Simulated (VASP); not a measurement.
MgTe (wurtzite), at 0.96 of the tabulated volume:

```xyz
4
Lattice="2.2443 -3.8872 0.0000 2.2443 3.8872 0.0000 0.0000 0.0000 7.2901" Properties=species:S:1:pos:R:3 pbc="T T T"
Mg     2.2443    -1.2957     3.6451
Mg     2.2443     1.2957     0.0000
Te     2.2443    -1.2957     6.3861
Te     2.2443     1.2957     2.7411
```

The lowest empty band near Γ, direction in plane, from PBE with spin-orbit coupling in VASP (PAW); its two spin partners are averaged. The gap over the points computed is 2.47 eV, and the next band on that side lies 0.35 eV away at the edge.

Run with 400 eV cut-off, 7×7×4 Γ-centred mesh, Gaussian smearing of 0.050 eV, potentials Mg Te.

```csv
distance from the edge in k (1/Å),distance in energy (meV)
0.012,3.0
0.018,6.8
0.025,13.2
0.035,25.6
0.050,51.7
```

Problem. Fit E(1 + αE) = ħ²k²/2m* (ħ²/2m0 = 3.810 eV Å²) and predict the row at 0.070 1/Å.

Solution. Least squares on the energies gives the electron mass m* = 0.180 m0 and α = 0.44 per eV, and so 99.3 meV. The run gave 99.1 meV, -0.2 meV from the fit.

Left out are points under 3 meV from the edge, since the levels carry 0.1 meV, and points farther than half the way to the next band.

The compound is MgTe in the wurtzite structure. The cell was not relaxed at this level.
